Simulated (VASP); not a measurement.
Data:

```yaml
crystal:
  lattice:
    - [0.00000, 1.78350, 1.78350]
    - [1.78350, 0.00000, 1.78350]
    - [1.78350, 1.78350, 0.00000]
  atoms:
    - { symbol: C, position: [0.00000, 0.00000, 0.00000] }
    - { symbol: C, position: [0.25000, 0.25000, 0.25000] }
```

Method: PBE GGA, VASP's PBE PAW potentials (set 64) (plane waves; VASP 6.6.1). Numerical set-up: 520 eV cut-off, 6×6×6 Monkhorst-Pack mesh, Gaussian smearing of 0.050 eV, potentials C.

Question: Give the stress tensor in GPa (positive for a compressed cell).

Answer: 
```
2.36  0.00  0.00
0.00  2.36  0.00
0.00  0.00  2.36
```
The pressure is its mean diagonal, 2.36 GPa.

The compound is C in the diamond structure. The cell was not relaxed at this level. The k-mesh is coarse (spacing up to 0.51 per Å, 2π included), so the numbers may not be converged in it. The run is one of a series of settings (KPOINTS 6×6×6 Monkhorst-Pack mesh against the base run), some of them coarse on purpose.
